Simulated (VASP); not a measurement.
The input files of a VASP run:

### KPOINTS
```
kpoints
0
Gamma
8 8 2
```

**INCAR**
```
! general
SYSTEM  = BaSr3O4
PREC    = Accurate
ENCUT   = 520
LREAL   = .FALSE.
LASPH   = .TRUE.

! electronic loop
EDIFF   = 1E-7
NELM    = 100
ALGO    = Normal
LMAXMIX = 4

! smearing
ISMEAR  = -5

! functional
GGA     = PS

! ions
ISIF    = 2

! output
LWAVE   = .FALSE.
LCHARG  = .TRUE.
LORBIT  = 11
NEDOS   = 601

! other
LEFG    = .TRUE.
```

POSCAR:
```
BaSr3O4
3.6962610
  0.0000000000   0.7071068136   0.7071068136
  0.7071068136   0.0000000000   0.7071068136
  2.8366467815   2.8366467815  -0.0082195273
Sr O Ba
3 4 1
Direct
  0.9885823159   0.9885823159   0.0085632630
  1.0000000000   1.0000000000   0.2500000000
  0.0114176841   0.0114176841   0.4914367370
  0.4941421992   0.4941421992   0.1293933505
  0.5058578008   0.5058578008   0.3706066495
  0.5173763503   0.5173763503   0.6119677373
  0.4826236497   0.4826236497   0.8880322627
  1.0000000000   1.0000000000   0.7500000000
```

POTCAR, in this order: Sr_sv O Ba_sv (PBE.64 set). Program: vasp_std.

Task: Write an equivalent input for Quantum ESPRESSO's pw.x.

Result: One equivalent input (not run):
```
&CONTROL
  calculation = 'scf'
  pseudo_dir = './pseudo'
  outdir = './out'
  tprnfor = .true.
  tstress = .true.
/
&SYSTEM
  ibrav = 0
  nat = 8
  ntyp = 3
  ecutwfc = 84
  occupations = 'tetrahedra'
  input_dft = 'pbesol'
/
&ELECTRONS
  conv_thr = 7.3e-09
  electron_maxstep = 100
/
ATOMIC_SPECIES
  Sr 87.620 Sr.upf
  O 15.999 O.upf
  Ba 137.327 Ba.upf
CELL_PARAMETERS angstrom
    -0.0000000    2.6136513    2.6136513
     2.6136513   -0.0000000    2.6136513
    10.4849869   10.4849869   -0.0303815
ATOMIC_POSITIONS crystal
  Sr   0.9885823  0.9885823  0.0085633
  Sr   1.0000000  1.0000000  0.2500000
  Sr   0.0114177  0.0114177  0.4914367
  O    0.4941422  0.4941422  0.1293934
  O    0.5058578  0.5058578  0.3706066
  O    0.5173764  0.5173764  0.6119677
  O    0.4826236  0.4826236  0.8880323
  Ba   1.0000000  1.0000000  0.7500000
K_POINTS automatic
  8 8 2 0 0 0
```
What does not carry over: the potentials are each code's own (VASP's PAW set, PseudoDojo norm-conserving files in pw.x), so ENCUT and ecutwfc are chosen apart and not converted; conv_thr bounds pw.x's estimated SCF error, while EDIFF bounds the energy change between steps; the field gradients of LEFG aren't asked of the other code.

The structure was generated: BaSr3O4 was put into an ordered model structure (R-3m), which need not be its known phase. It was relaxed first.
